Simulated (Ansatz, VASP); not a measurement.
# CuAgOF in two plane-wave programs, part 2 of 2

One calculation is typed for both programs; each brings its own data sets. How far apart do they land? The cell is invented: As first built, before any earlier steps moved the atoms (in the runner's words): it takes the LiCuOF structure with some of its atoms replaced by other elements, volume scaled by an estimate. It may not be a known or stable phase. The cell is taken from a series of VASP runs on this material, whose earlier steps may have relaxed, scaled or displaced it; both programs get it as it stands. Valence electrons are named where the data sets of a main pair hold unlike numbers.

VASP 6.6.1 and Ansatz 0.2.0.

So far: Set-up; VASP: electric field gradients, PBE.

## 3. Ansatz: electric field gradients, PBE

Level of this step: Ansatz beside VASP: Kohn-Sham DFT, plane waves, PBE (Ansatz).

Ansatz runs on its default PAW (the set named soft_2) files.

The same cell, functional, mesh and smearing now go to Ansatz, which takes its cutoff from its data sets.

File input.yaml:

```yaml
crystal:
  lattice:
    - [3.2526161501, 0.0, 0.0]
    - [0.0, 3.2526161501, 0.0]
    - [0.0, 0.0, 4.6770524075]
  atoms:
    - { symbol: Ag, position: [0.5, 0.5, 0.5] }
    - { symbol: Cu, position: [0.0, 0.0, 0.0] }
    - { symbol: F, position: [0.0, 0.0, 0.5] }
    - { symbol: O, position: [0.5, 0.5, 0.0] }
hamiltonian:
  xc: pbe
  pseudopotentials: { kind: paw }
kpoints:
  mp_grid: { grid: [7, 7, 5] }
scf:
  occupations: { method: gaussian, width: 0.05 }
  n_extra_bands: 5
output:
  forces: true
  stress: true
  eigenvalues: true
  efg: {}
```

Launch:

```
$ ansatz run input.yaml --threads 2 --pin off --max-ram 4608MiB --backend cpu --events-out ev --progress --plain --runs-dir out
```

Numbers of over 12 decimals in the logs are rounded to 6 here.

Output:

```text
scf.n_extra_bands = 5 over 26 filled bands (N_el = 51.0): the run solves 31 bands
Ag: output.efg is read without spin–orbit coupling, which moves field gradients at and beside such atoms by some per cent and up to a factor of two; PAW files take it under magnetization.noncollinear and magnetization.spin_orbit
Engine: ansatz 0.2.0, aarch64-unknown-linux-gnu
Pseudopotentials: kind: paw
Pseudopotential: Ag, paw, valence charge 19, recommended cutoff 420 eV (normal), Ag.paw.azcp
Pseudopotential: Cu, paw, valence charge 19, recommended cutoff 420 eV (normal), Cu.paw.azcp
Pseudopotential: F, paw, valence charge 7, recommended cutoff 420 eV (normal), F.paw.azcp
Pseudopotential: O, paw, valence charge 6, recommended cutoff 420 eV (normal), O.paw.azcp
Functional definition: PBE
  parameter kappa = 0.804
  parameter beta = 0.066725
  exchange = pbe_x(kappa = kappa, mu = beta*pi^2/3)
  correlation = pbe_c(beta = beta)
Crystal: 4 atoms, lattice volume = 49.481 Å³
Basis set: ecut = 420 eV, 999 PW (Γ), exchange–correlation on 48×48×64 points (8 copies of the dense FFT grid, shifted against one another)
Bands: 31, of which v1, the nominal top of the filled ones, is band 26 counted from 1 (25 counted from 0)
Symmetry: 16 space group operations
Space group: P4/mmm (ITA 123), of the structure as read, at distance tolerance 3.7e-5 Å
k-points: 30 of 245
Non-local potential: Ag, projectors of the file, l = 0: 3, l = 1: 2, l = 2: 2, l = 3: 1
Non-local potential: Cu, projectors of the file, l = 0: 3, l = 1: 2, l = 2: 3, l = 3: 1
Non-local potential: F, projectors of the file, l = 0: 2, l = 1: 2, l = 2: 1
Non-local potential: O, projectors of the file, l = 0: 2, l = 1: 2, l = 2: 1
PAW form: soft (Blöchl's): semilocal exchange-correlation on the pseudo side does not see the compensation charge
PAW one-centre angular grid: Ag, 590 points (default); XC on 64 Gauss nodes
PAW one-centre angular grid: Cu, 590 points (default); XC on 64 Gauss nodes
PAW one-centre angular grid: F, 110 points (default); XC on 64 Gauss nodes
PAW one-centre angular grid: O, 110 points (default); XC on 64 Gauss nodes
Initial density: superposition of atomic densities (neutral atoms: chi_scale 0, normalization atom), corrected by the library's trained network
Initial wavefunctions: pseudopotential atomic-orbital guess
Functional: x = pbe(κ = 0.804, μ = 0.219515), c = pbe(β = 0.066725)
SCF iter   1: F=—  HF=-15587.981244 eV  |F-HF|=—  |Δ(HF+E_count)|=         —  Δρ=1.30e-2  dr2=7.34e-2  ethr=1.77e-3  ⟨swp⟩=5.7  Hψ=3322  notcnv=0
preconditioner: auto → Kerker (q_TF=auto, 2.742 Å⁻¹)  [metal: Δε(μ)=0.053 eV  Ē_g=11.604 eV  σ=0.050 eV  W_gap=0.46  n_scr=20 (ndim 8)  ℏωp=31.2 eV  f_vac=0.009  D(μ)=3.25/eV (n_scr^D=36)]
SCF iter   2: F=—  HF=-15587.975851 eV  |F-HF|=—  |Δ(HF+E_count)|=   5.39e-3  Δρ=3.07e-3  dr2=4.13e-3  ethr=1.44e-4  ⟨swp⟩=1.3  Hψ=1185  notcnv=0
SCF iter   3: F=—  HF=-15587.975112 eV  |F-HF|=—  |Δ(HF+E_count)|=   7.39e-4  Δρ=1.66e-3  dr2=1.85e-3  ethr=8.10e-6  ⟨swp⟩=2.2  Hψ=1209  notcnv=0
SCF iter   4: F=—  HF=-15587.974892 eV  |F-HF|=—  |Δ(HF+E_count)|=   2.19e-4  Δρ=9.96e-4  dr2=5.14e-4  ethr=3.64e-6  ⟨swp⟩=1.0  Hψ=901  notcnv=0
SCF iter   5: F=—  HF=-15587.974844 eV  |F-HF|=—  |Δ(HF+E_count)|=   4.81e-5  Δρ=3.02e-4  dr2=6.36e-5  ethr=1.01e-6  ⟨swp⟩=1.0  Hψ=901  notcnv=0
SCF iter   6: F=—  HF=-15587.974697 eV  |F-HF|=—  |Δ(HF+E_count)|=   1.47e-4  Δρ=1.06e-4  dr2=7.67e-6  ethr=1.25e-7  ⟨swp⟩=2.1  Hψ=1338  notcnv=0
SCF iter   7: F=—  HF=-15587.974696 eV  |F-HF|=—  |Δ(HF+E_count)|=   1.04e-6  Δρ=9.15e-5  dr2=5.54e-6  ethr=1.50e-8  ⟨swp⟩=2.0  Hψ=1545  notcnv=0
SCF iter   8: F=—  HF=-15587.974695 eV  |F-HF|=—  |Δ(HF+E_count)|=   5.28e-7  Δρ=3.41e-5  dr2=8.79e-7  ethr=1.09e-8  ⟨swp⟩=1.0  Hψ=901  notcnv=0
SCF iter   9: F=—  HF=-15587.974695 eV  |F-HF|=—  |Δ(HF+E_count)|=   9.57e-9  Δρ=1.33e-5  dr2=1.41e-7  ethr=1.72e-9  ⟨swp⟩=1.0  Hψ=901  notcnv=0
SCF iter  10: F=-15587.974695 eV  HF=-15587.974695 eV  |F-HF|=2.39e-9  |Δ(HF+E_count)|=   3.91e-9  Δρ=2.12e-6  dr2=1.93e-9  ethr=1.96e-10  ⟨swp⟩=6.1  Hψ=3010  notcnv=0
SCF 1 converged in 10 iterations: F = -15587.974695 eV  dr2 = 1.93e-9
  greatest PAW one-centre occupation: 1.000 electrons in one spin orbital (limit 2), on the Cu atom at site 1 (counted from 0), in its partial waves of l = 0
SCF converged after 10 iterations
Free energy (F): -15587.974695 eV
Harris-Foulkes:  -15587.974695 eV  (|F-HF|=2.39e-9)
Internal energy: -15587.968420 eV  (E = F + TS)
E sigma→0 (E₀):  -15587.971557 eV
Entropy (-TS):   -0.006275 eV (-1.569 meV/atom)
Fermi energy:    10.882840 eV
--- Per-component energies (eV) ---
  E_band       = -750.561006
  E_kinetic    = 1202.360870
  E_local      = -7857.419509  (includes V_loc(G=0)·N_el)
  E_nonlocal   = 609.048578
  E_hartree    = 3410.912460
  E_xc         = -422.129542
  E_vxc        = -538.993315  (∫ρ·V_xc dr)
  E_paw        = -5935.818194  (= ΣΔE_a)
  E_vpaw       = -987.389704  (= ΣTr[D̂ρ^β])
  E_aug_tail   = 0.005132  (compensation charges beyond the density's cutoff)
  E_ewald      = -6594.928215
  E_smearing   = -0.006275  (= −TS)
  E_closure    = 0.000000  (closes the sum)
  Σ components = -15587.974695   (vs F -15587.974695, Δ=0.00e0)
--- Forces (eV/Å), atoms counted from 1 ---
  atom   1  Ag     0.00000000     0.00000000     0.00000000
  atom   2  Cu    -0.00000000    -0.00000000     0.00000000
  atom   3  F      0.00000000     0.00000000     0.00000000
  atom   4  O     -0.00000000    -0.00000000     0.00000000
  max |Σ_I F_I| component: 9.60e-29 eV/Å
--- Stress (GPa, compression-positive) ---
        0.429731       0.000000       0.000000
        0.000000       0.429731       0.000000
        0.000000       0.000000       0.278498
  P = ⅓ Tr σ = 0.3793 GPa (3.793 kbar)
--- PAW observables at the nuclei: V_zz in 10²¹ V/m², potentials from the cell's mean, atoms counted from 1 ---
  atom   1  Ag V_zz =    +5.743791   η = 0.0000   by run symmetry: allowed
            electrostatic potential = -7477.540433 V   contact ρ = none
  atom   2  Cu V_zz =    -7.704197   η = 0.0000   by run symmetry: allowed
            electrostatic potential = -3757.752516 V   contact ρ = none
  atom   3  F  V_zz =    -1.061172   η = 0.0000   by run symmetry: allowed
            electrostatic potential = -741.697119 V   contact ρ = none
  atom   4  O  V_zz =    +1.024833   η = 0.0000   by run symmetry: allowed
            electrostatic potential = -625.087010 V   contact ρ = none
--- Band table (eV; the first three rows and the last of 30) ---
  k-point 0: bands = [... 22 lower, 9.5585, 9.7326, 9.8291, 9.8291, 10.6129, 15.8111, 18.6565, 23.0509, ... 1 higher]
  k-point 1: bands = [... 22 lower, 9.5520, 9.8334, 9.8334, 9.9909, 11.4247, 15.5509, 19.2469, 23.0748, ... 1 higher]
  k-point 2: bands = [... 22 lower, 9.5415, 9.8195, 9.8195, 10.1339, 12.9131, 14.8341, 21.0544, 23.1207, ... 1 higher]
  k-point 29: bands = [... 22 lower, 9.8406, 9.8557, 10.3756, 10.6059, 16.0215, 17.9614, 19.2538, 19.2697, ... 1 higher]
```

Elapsed: 1.8 s, on 2 threads of Arm Neoverse V2, shared host; peak memory 0.46 GiB.

The run ends at a pressure of 0.38 GPa.

## 4. Differences

Known differences besides the potentials themselves: Ansatz adds the response of the frozen cores to the gradients, VASP leaves it out; the data sets hold 51 valence electrons in Ansatz (on its default PAW (the set named soft_2) files) and 35 in VASP; the cutoff is 420 eV in Ansatz and 520 eV in VASP. Total energies have different zeros and are not compared.

Compared:

| quantity | Ansatz | VASP | difference |
| --- | --- | --- | --- |
| pressure (GPa) | 0.38 | 0.06 | +0.31 |
| pressure without Ansatz's Pulay correction (GPa) | -0.16 | 0.06 | -0.22 |
| Vzz at Ag1 (V/Å²) | 57.4 | 62.5 | -5.0 |
| Vzz at Cu2 (V/Å²) | -77.0 | -87.0 | +10.0 |
| Vzz at F3 (V/Å²) | -10.6 | -11.1 | +0.5 |
| Vzz at O4 (V/Å²) | 10.2 | 11.2 | -0.9 |

Ansatz's pressure holds a Pulay correction of 0.54 GPa; VASP's holds none.

## 5. Other set-ups

Further runs change the set-up of one program: Ansatz's method, potentials or start, or VASP's data sets, cutoff or form of LDA. The table gives Ansatz less VASP for each quantity, since a change that brings one quantity closer may part another.

| run | pressure (GPa) | Vzz at Ag1 (V/Å²) | Vzz at Cu2 (V/Å²) | Vzz at F3 (V/Å²) | Vzz at O4 (V/Å²) | pressure without Ansatz's Pulay correction (GPa) |
| --- | --- | --- | --- | --- | --- | --- |
| as above | 0.31 | -5.0 | 10.0 | 0.52 | -0.91 | -0.22 |
| cores kept as stored | 0.31 | -15 | 13 | 0.25 | -0.63 | -0.22 |
| Ansatz's larger PAW set (cutoff 1300 eV) | 0.31 | -7.9 | 10 | 0.55 | -1.1 |  |

## 6. VASP: single point, PBE

A single point gives forces, pressure and levels at one fixed geometry, so differences don't come from the geometry; what else differs is listed under the comparison.

File INCAR:

```
SYSTEM = CuAgOF
PREC = Accurate
ENCUT = 520
EDIFF = 1E-06
NELM = 100
ISMEAR = 0
SIGMA = 0.05
LREAL = .FALSE.
ALGO = Normal
GGA = PE
NBANDS = 49
LORBIT = 11
LWAVE = .FALSE.
LCHARG = .FALSE.
KPAR = 2
LOPTICS = .TRUE.
NEDOS = 1500
CSHIFT = 0.1
```

File POSCAR:

```
CuAgOF
1.0
    3.2526161501      0.0000000000      0.0000000000
    0.0000000000      3.2526161501      0.0000000000
    0.0000000000      0.0000000000      4.6770524075
Ag Cu F O
1 1 1 1
Direct
    0.5000000000      0.5000000000      0.5000000000
    0.0000000000      0.0000000000      0.0000000000
    0.0000000000      0.0000000000      0.5000000000
    0.5000000000      0.5000000000      0.0000000000
```

File KPOINTS:

```
Automatic mesh
0
Gamma
10 10 7
0 0 0
```

Potentials, in the order of the species: Ag, Cu, F and O (PBE family, release 64).

Launch:

```
$ mpirun -np 2 vasp_std
```

Output:

```text
[... set-up lines as in an earlier step ...]
 entering main loop
       N       E                     dE             d eps       ncg     rms          rms(c)
DAV:   1     0.276950260651E+03    0.27695E+03   -0.15123E+04 10067   0.904E+02
DAV:   2     0.615891757957E+01   -0.27079E+03   -0.23883E+03  8868   0.253E+02
DAV:   3    -0.183331706389E+02   -0.24492E+02   -0.23168E+02  9309   0.678E+01
DAV:   4    -0.188229606103E+02   -0.48979E+00   -0.48775E+00  9804   0.951E+00
[...]
DAV:  24    -0.150252415196E+02    0.40455E-04   -0.23256E-05 11864   0.359E-02    0.378E-02
DAV:  25    -0.150252308517E+02    0.10668E-04   -0.12090E-05 12387   0.238E-02    0.933E-03
DAV:  26    -0.150252300000E+02    0.85162E-06   -0.84809E-07  7088   0.696E-03
   1 F= -.15025230E+02 E0= -.15023218E+02  d E =-.402369E-02
 optical routines
 imaginary and real dielectric function
 recalculating local potential from charge density
 direction            1
 direction            2
 direction            3
```

Parts of OUTCAR (step 6):

```text
  Total        0.0962207      0.0962207     -0.0763377      0.0000000      0.0000000      0.0000000
  in kB        3.1155958      3.1155958     -2.4717904      0.0000000      0.0000000      0.0000000
  external PRESSURE =       1.2531337 kB  Pullay stress =       0.0000000 kB

  FREE ENERGIE OF THE ION-ELECTRON SYSTEM (eV)
  ---------------------------------------------------
  free  energy   TOTEN  =       -15.0252300000 eV

  energy  without entropy=      -15.0212063078  energy(sigma->0) =      -15.02321815

[... 2 parts as in an earlier step ...]

[... 2 further parts left out ...]
[key lines of the parts left out:]
E-fermi :   4.5528
```

LASPH is off, so gradient terms of the non-spherical density inside the spheres are left out; for open d or f shells this can shift gaps and moments. The intraband (Drude) part is not in this spectrum.

## 7. Ansatz: single point, PBE

The same cell, functional, mesh and smearing now go to Ansatz, which takes its cutoff from its data sets.

The cell is taken from a series of VASP runs on this material, whose earlier steps may have relaxed, scaled or displaced it; both programs get it as it stands.

input.yaml, as its differences from that of step 3:

```diff
@@ -14,3 +14,3 @@
 kpoints:
-  mp_grid: { grid: [7, 7, 5] }
+  mp_grid: { grid: [10, 10, 7] }
 scf:
@@ -22,2 +22 @@
   eigenvalues: true
-  efg: {}
```

Launch:

```
$ ansatz run input.yaml --threads 2 --pin off --max-ram 4608MiB --backend cpu --events-out ev --progress --plain --runs-dir out
```

Output:

```text
[...]
Crystal: 4 atoms, lattice volume = 49.481 Å³
Basis set: ecut = 420 eV, 999 PW (Γ), exchange–correlation on 48×48×64 points (8 copies of the dense FFT grid, shifted against one another)
Bands: 31, of which v1, the nominal top of the filled ones, is band 26 counted from 1 (25 counted from 0)
Symmetry: 16 space group operations
[...]
k-points: 84 of 700
[...]
k-point 0: bands = [... 22 lower, 9.5505, 9.6847, 9.7928, 9.7928, 10.6071, 15.8116, 18.6548, 23.0510, ... 1 higher]
  k-point 1: bands = [... 22 lower, 9.5469, 9.7960, 9.7960, 9.8616, 11.0436, 15.6796, 18.9537, 23.0632, ... 1 higher]
  k-point 2: bands = [... 22 lower, 9.5387, 9.7955, 9.7955, 10.0199, 12.0837, 15.2886, 19.8712, 23.0936, ... 1 higher]
  k-point 83: bands = [... 22 lower, 9.7337, 9.8076, 10.2578, 10.5794, 15.9171, 18.5702, 19.1916, 19.1916, ... 1 higher]
[key lines of the parts left out:]
SCF converged after 8 iterations
Free energy (F): -15587.974884 eV
Fermi energy:    10.816044 eV
P = ⅓ Tr σ = 0.4376 GPa (4.376 kbar)
```

Elapsed: 2.6 s, on 2 threads; peak memory 0.45 GiB; 5 s of CPU time.

The run ends at a pressure of 0.44 GPa.

## 8. Side by side

What differs besides the data sets and the points named for the pairs above, as far as they apply: the data sets hold 51 valence electrons in Ansatz (on its default PAW (the set named soft_2) files) and 35 in VASP; VASP leaves aspherical gradient terms in its spheres out (LASPH is not set), Ansatz keeps them. Total energies have different zeros and are not compared.

The two programs side by side:

| quantity | Ansatz | VASP | difference |
| --- | --- | --- | --- |
| pressure (GPa) | 0.44 | 0.13 | +0.31 |
| pressure without Ansatz's Pulay correction (GPa) | -0.10 | 0.13 | -0.22 |

Ansatz's pressure holds a Pulay correction of 0.54 GPa; VASP's holds none.

## 9. What came out

* difference in Vzz at Cu2 (electric field gradients, PBE): 10.0 V/Å²
* difference in pressure (single point, PBE): 0.31 GPa

The difference in pressure is 0.31 GPa (single point, PBE), within the 1 GPa picked in this series as the mark of a large difference. The data sets hold unlike numbers of valence electrons (51 in Ansatz and 35 in VASP), so part of the differences comes from the potentials. Electric field gradients, PBE, cores kept as stored: the difference in Vzz at Ag1 goes from -5.0 to -15 V/Å²; the difference in Vzz at Cu2 goes from 10.0 to 13 V/Å²; the difference in Vzz at F3 goes from 0.52 to 0.25 V/Å²; the difference in Vzz at O4 goes from -0.91 to -0.63 V/Å². Electric field gradients, PBE, Ansatz's larger PAW set (cutoff 1300 eV): the difference in Vzz at Ag1 goes from -5.0 to -7.9 V/Å². 1 further run of this series is not shown here. How closely two codes agree says nothing of how well the functional describes the real material.

[Lines on the potential files, build, host, timing and source positions are cut from VASP's logs without a mark.]

[Logs are printed without paths, hosts, clocks, repeated set-up lines and the standing remarks that a program may print on its own settings, such as how far it seeks lower states.]

[Hosts, paths, dates, database ids (printed as entryN), source tags and the programs' standing remarks are cut or masked in the printed files.]
